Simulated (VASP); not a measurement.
Write the native input for VASP 6.6.1 that does the following.

| Item | Value |
| --- | --- |
| Task | single point |
| Functional | r2SCAN |
| Potentials or basis | VASP PAW PBE potentials, release 64 (Ga_d, W_sv) |
| Cutoff | 520 eV |
| k mesh | 6 × 6 × 6 |
| Occupations | methfessel-paxton, width 0.0566 eV |
| Spin | no spin polarisation |
| Dipole correction | no |
| Further INCAR settings | ALGO = Normal; EDIFF = 1e-06; NBANDS = 36 |

Crystal: GaW3.

```
Ga W
1.0
     3.95578    0.00000    0.00000
     0.00000    3.95578    0.00000
     0.00000    0.00000    3.95689
Ga W
1 3
Direct
  0.00000 0.00000 0.00000
  0.00000 0.50000 0.50000
  0.50000 0.00000 0.50000
  0.50000 0.50000 0.00000
```

The cell was built by a generator and needn't be a form met in nature.

One way to write it, as run:

POSCAR

```
GaW3
1.0
    3.9557842879      0.0000000000      0.0000000000
    0.0000000000      3.9557842879      0.0000000000
    0.0000000000      0.0000000000      3.9568940975
Ga W
1 3
Direct
    0.0000000000      0.0000000000      0.0000000000
    0.0000000000      0.5000000000      0.5000000000
    0.5000000000      0.0000000000      0.5000000000
    0.5000000000      0.5000000000      0.0000000000
```

INCAR.step1

```
ALGO     = Normal         # electronic algorithm
EDIFF    = 1E-4           # SCF threshold, eV
ENCUT    = 520            # plane-wave cutoff, eV
GGA      = PE             # functional
ISMEAR   = 1              # smearing method
LASPH    = True           # aspherical terms in the spheres
LCHARG   = False          # write CHGCAR
LREAL    = False          # projectors in reciprocal space
LWAVE    = True           # write WAVECAR
NBANDS   = 36             # bands
NELM     = 100            # most SCF steps
PREC     = Accurate       # precision mode
SIGMA    = 0.0566         # smearing width, eV
```

INCAR.step2

```
ALGO     = Normal         # electronic algorithm
EDIFF    = 1E-6           # SCF threshold, eV
ENCUT    = 520            # plane-wave cutoff, eV
ISIF     = 2              # what is computed and relaxed
ISMEAR   = 1              # smearing method
ISTART   = 1            
LASPH    = True           # aspherical terms in the spheres
LCHARG   = False          # write CHGCAR
LMIXTAU  = True         
LREAL    = False          # projectors in reciprocal space
LWAVE    = False          # write WAVECAR
METAGGA  = R2SCAN         # meta-GGA
NBANDS   = 36             # bands
NELM     = 100            # most SCF steps
PREC     = Accurate       # precision mode
SIGMA    = 0.0566         # smearing width, eV
```

KPOINTS

```
k-points
0
Gamma
  6 6 6
```

Potentials or basis: VASP PAW PBE potentials, release 64 (Ga_d, W_sv).

The run is started by

```console
$ cat potpaw_PBE.64/Ga_d/POTCAR potpaw_PBE.64/W_sv/POTCAR > POTCAR
$ cp INCAR.step1 INCAR
$ mpirun -np 1 vasp_std > vasp.out
$ cp INCAR.step2 INCAR
$ mpirun -np 1 vasp_std > vasp.out
```

Results of the run:

| Quantity | Value |
| --- | --- |
| Pressure | 0.8 GPa |
| Band gap on the k mesh | none (metal or under the smearing width) |

Caveat: the PAW data sets were made with another functional, which shifts forces and pressure a little.

Run time: 4 min on 1 thread of AMD EPYC 7R13 Processor (Zen 3), with other jobs on the host, peak memory 0.19 GiB.
